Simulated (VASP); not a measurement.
Output of a VASP run:

OUTCAR:
```
 ion  position               nearest neighbor table
   1  0.500  0.500  0.500-   2 2.46   2 2.46   2 2.46   2 2.46   2 2.46   2 2.46   2 2.46   2 2.46
  LATTYP: Found a simple cubic cell.
 ALAT       =     2.8438822226
 Subroutine PRICEL returns:
 Original cell was already a primitive cell.
 Subroutine GETGRP returns: Found 48 space group operations
The static configuration has the point symmetry O_h .
The dynamic configuration has the point symmetry O_h .
 Subroutine INISYM returns: Found 48 space group operations
 Subroutine IBZKPT returns following result:
 Found     84 irreducible k-points:

 Following reciprocal coordinates:
            Coordinates               Weight
  0.000000  0.000000  0.000000      1.000000
  0.076923  0.000000  0.000000      6.000000
  0.153846  0.000000  0.000000      6.000000
  0.230769  0.000000  0.000000      6.000000
  0.307692  0.000000  0.000000      6.000000
  0.384615  0.000000  0.000000      6.000000
  0.461538  0.000000  0.000000      6.000000
  0.076923  0.076923  0.000000     12.000000
  0.153846  0.076923  0.000000     24.000000
  0.230769  0.076923  0.000000     24.000000
  0.307692  0.076923  0.000000     24.000000
  0.384615  0.076923  0.000000     24.000000
  0.461538  0.076923  0.000000     24.000000
  0.153846  0.153846  0.000000     12.000000
  0.230769  0.153846  0.000000     24.000000
  0.307692  0.153846  0.000000     24.000000
  0.384615  0.153846  0.000000     24.000000
  0.461538  0.153846  0.000000     24.000000
  0.230769  0.230769  0.000000     12.000000
  0.307692  0.230769  0.000000     24.000000
  0.384615  0.230769  0.000000     24.000000
  0.461538  0.230769  0.000000     24.000000
  0.307692  0.307692  0.000000     12.000000
  0.384615  0.307692  0.000000     24.000000
  0.461538  0.307692  0.000000     24.000000
  0.384615  0.384615  0.000000     12.000000
  0.461538  0.384615  0.000000     24.000000
  0.461538  0.461538  0.000000     12.000000
  0.076923  0.076923  0.076923      8.000000
  0.153846  0.076923  0.076923     24.000000
  0.230769  0.076923  0.076923     24.000000
  0.307692  0.076923  0.076923     24.000000
  0.384615  0.076923  0.076923     24.000000
  0.461538  0.076923  0.076923     24.000000
  0.153846  0.153846  0.076923     24.000000
  0.230769  0.153846  0.076923     48.000000
  0.307692  0.153846  0.076923     48.000000
  0.384615  0.153846  0.076923     48.000000
  0.461538  0.153846  0.076923     48.000000
  0.230769  0.230769  0.076923     24.000000
   k-points           NKPTS =     84   k-points in BZ     NKDIM =     84   number of bands    NBANDS=      9
   number of dos      NEDOS =    301   number of ions     NIONS =      2
   total plane-waves  NPLWV =  13824
   dimension x,y,z NGX =    24 NGY =   24 NGZ =   24
   dimension x,y,z NGXF=    48 NGYF=   48 NGZF=   48
   ions per type =               1   1
   PREC   = accura    normal or accurate (medium, high low for compatibility)
   ISTART =      0    job   : 0-new  1-cont  2-samecut
   ICHARG =      2    charge: 1-file 2-atom 10-const
   ISPIN  =      1    spin polarized calculation?
   LNONCOLLINEAR =      F non collinear calculations
   LSORBIT =      F    spin-orbit coupling
   INIWAV =      1    electr: 0-lowe 1-rand  2-diag
   ENCUT  =  500.0 eV  36.75 Ry    6.06 a.u.   5.19  5.19  5.19*2*pi/ulx,y,z
   NELM   =    100;   NELMIN=  2; NELMDL= -5     # of ELM steps
   EDIFF  = 0.1E-05   stopping-criterion for ELM
   LREAL  =      F    real-space projection
   NLSPLINE    = F    spline interpolate recip. space projectors
   LMAXMIX     =    4 max onsite mixed and CHGCAR
   VOSKOWN=      0    Vosko Wilk Nusair interpolation
   EDIFFG = -.2E-01   stopping-criterion for IOM
   NSW    =     40    number of steps for IOM
   NBLOCK =      1;   KBLOCK =     40    inner block; outer block
   IBRION =      2    ionic relax: 0-MD 1-quasi-New 2-CG
   NFREE  =      1    steps in history (QN), initial steepest desc. (CG)
...
```

### OSZICAR
```
       N       E                     dE             d eps       ncg     rms          rms(c)
DAV:   1     0.317061481506E+02    0.31706E+02   -0.50413E+03  1520   0.121E+03
DAV:   2    -0.133892247553E+02   -0.45095E+02   -0.43624E+02  1522   0.182E+02
DAV:   3    -0.145583856052E+02   -0.11692E+01   -0.11455E+01  1800   0.394E+01
DAV:   4    -0.145797341244E+02   -0.21349E-01   -0.21327E-01  1987   0.475E+00
DAV:   5    -0.145801288213E+02   -0.39470E-03   -0.39468E-03  1841   0.545E-01    0.141E+01
DAV:   6    -0.163861893789E+02   -0.18061E+01   -0.72841E+01  1710   0.135E+02    0.174E+01
DAV:   7    -0.126483922532E+02    0.37378E+01   -0.34960E+01  1658   0.834E+01    0.251E+00
DAV:   8    -0.126162486328E+02    0.32144E-01   -0.21382E-01  1660   0.579E+00    0.143E+00
DAV:   9    -0.126018481389E+02    0.14400E-01   -0.42069E-02  1833   0.312E+00    0.340E-01
DAV:  10    -0.126014673215E+02    0.38082E-03   -0.95785E-04  1951   0.440E-01    0.160E-01
DAV:  11    -0.126014513006E+02    0.16021E-04   -0.21622E-05  1634   0.441E-02    0.851E-03
DAV:  12    -0.126014505915E+02    0.70909E-06   -0.55284E-06  1461   0.341E-02
   1 F= -.11883666E+02 E0= -.11883407E+02  d E =-.118837E+02
```

### OUTCAR
```
------------------------ aborting loop because EDIFF is reached ----------------------------------------
  FORCE on cell =-STRESS in cart. coord.  units (eV):
  Direction    XX          YY          ZZ          XY          YZ          ZX
  --------------------------------------------------------------------------------------
  Total        0.7275451      0.7275451      0.7275451      0.0000000      0.0000000     -0.0000000
  in kB       50.6798945     50.6798945     50.6798945      0.0000000      0.0000000     -0.0000000
  external PRESSURE =       0.6798945 kB  Pullay stress =      50.0000000 kB
  volume of cell :       23.00
      direct lattice vectors                 reciprocal lattice vectors
     2.843882223  0.000000000  0.000000000     0.351632002  0.000000000  0.000000000
     0.000000000  2.843882223  0.000000000     0.000000000  0.351632002  0.000000000
     0.000000000  0.000000000  2.843882223     0.000000000  0.000000000  0.351632002
 POSITION                                       TOTAL-FORCE (eV/Angst)
 -----------------------------------------------------------------------------------
      1.42194      1.42194      1.42194         0.000000      0.000000      0.000000
      0.00000      0.00000      0.00000         0.000000      0.000000      0.000000
 -----------------------------------------------------------------------------------
    total drift:                                0.000000      0.000000      0.000000
  FREE ENERGIE OF THE ION-ELECTRON SYSTEM (eV)
  ---------------------------------------------------
  free  energy   TOTEN  =       -12.6014505915 eV

  energy  without entropy=      -12.6006727298  energy(sigma->0) =      -12.60119130
  enthalpy is  TOTEN    =       -11.8836658181 eV   P V=        0.7177847733

 reached required accuracy - stopping structural energy minimisation
```
(Selected blocks of OUTCAR.)

### POSCAR
```
FeAl
1
    2.8438822226    -0.0000000000    -0.0000000000
    0.0000000000     2.8438822226    -0.0000000000
    0.0000000000    -0.0000000000     2.8438822226
Al Fe
1 1
Direct
  0.5000000000   0.5000000000   0.5000000000
  0.0000000000   0.0000000000   0.0000000000
```

Problem. Write an INCAR and KPOINTS that could have produced this output.

Solution. Several could match; the one computed here: the input of the run itself, PBE GGA, plane waves, VASP's PBE PAW potentials (set 64).

**INCAR**
```
SYSTEM  =  FeAl
PREC  =  Accurate; ENCUT  =  500; LREAL  =  .FALSE.
LASPH  =  .TRUE.
EDIFF  =  1E-6; NELM  =  100; ALGO  =  Normal
LMAXMIX  =  4
ISMEAR  =  1; SIGMA  =  0.1
GGA  =  PE
IBRION  =  2; NSW  =  40; ISIF  =  3
EDIFFG  =  -0.02; PSTRESS  =  50
LWAVE  =  .FALSE.; LCHARG  =  .FALSE.
```

**KPOINTS**
```
Automatic mesh
0
Gamma
13 13 13
0 0 0
```

POTCAR, in this order: Al Fe (PBE.64 set). Program: vasp_std.

The compound is FeAl in the CsCl type structure. It was relaxed first under an external pressure of 5 GPa. The run is not spin-polarised, so no magnetic state was tried. The electron count is odd and the run is not spin-polarised, which forces a metal.
